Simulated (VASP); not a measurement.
Data:

```
CELL_PARAMETERS angstrom
      5.82639    -2.05465     0.00000
      5.82639     2.05465     0.00000
     -1.72323     0.00000     4.77135
ATOMIC_POSITIONS crystal
  In 0.11180 0.11180 0.95316
  In 0.88820 0.88820 0.04684
  Se 0.33907 0.33907 0.33104
  Se 0.66093 0.66093 0.66896
```

The numbers are results of PBEsol GGA, VASP's PBE PAW potentials (set 64) (plane waves; VASP 6.6.1), not measurements. Numerical set-up: 300 eV cut-off, 5×5×4 Γ-centred mesh, Gaussian smearing of 0.010 eV, potentials In_d Se.

At this cut-off the stress carries a Pulay error, which pulls relaxed volumes low.

Q: What does the run give for the energy per atom (σ→0), pressure, largest force?

A: 
```json
{
  "energy per atom (σ→0)": "-3.874 eV/atom",
  "pressure": "-1.31 GPa",
  "largest_force": "0.00306 Ry/bohr"
}
```

The structure comes from a computed database's InSe entry; how it stands against other phases isn't given here. The cell was not relaxed at this level.
